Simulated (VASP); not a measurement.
Ga2In2N4 (ordered alloy cell): computed properties

The numbers are results of PBEsol GGA, VASP's PBE PAW potentials (set 64) (plane waves; VASP 6.6.1), not measurements.

For Ga2In2N4, the space group is Pmn2_1 (31) and the cell comes out as a = 3.343 Å, b = 5.878 Å, c = 5.409 Å, α = 90.00°, β = 90.00°, γ = 90.00°. The volume per atom is 13.29 Å³/atom. The band gap (over mesh and band path) comes out as 0.42 eV, the smallest direct gap (over mesh and band path) is 0.42 eV and the band-edge character is direct, Γ to Γ. The density is 6.64 g/cm³.

```cif
data_Ga2In2N4
_chemical_formula_sum 'In2 N4 Ga2'
_space_group_name_H-M_alt 'Pmn21'
_space_group_IT_number 31
_space_group_name_Hall 'P 2ac -2'
_cell_length_a 3.34252
_cell_length_b 5.87849
_cell_length_c 5.40922
_cell_angle_alpha 90.000
_cell_angle_beta 90.000
_cell_angle_gamma 90.000
loop_
_atom_site_label
_atom_site_type_symbol
_atom_site_symmetry_multiplicity
_atom_site_Wyckoff_symbol
_atom_site_fract_x
_atom_site_fract_y
_atom_site_fract_z
_atom_site_occupancy
In1 In 2 a 0.00000 0.40638 0.49828 1
N1 N 2 a 0.00000 0.39296 0.89363 1
N2 N 2 a 0.00000 0.05974 0.36391 1
Ga1 Ga 2 a 0.00000 0.07957 0.99818 1
```

Unless said otherwise, spin-orbit coupling is left out, though it shifts the bands of the heavy elements here.

The structure was generated: Ga2In2N4 was put into an ordered model structure (Pmn2_1), which need not be its known phase. It was relaxed first. Symmetry was kept, so distortions that lower it aren't found.
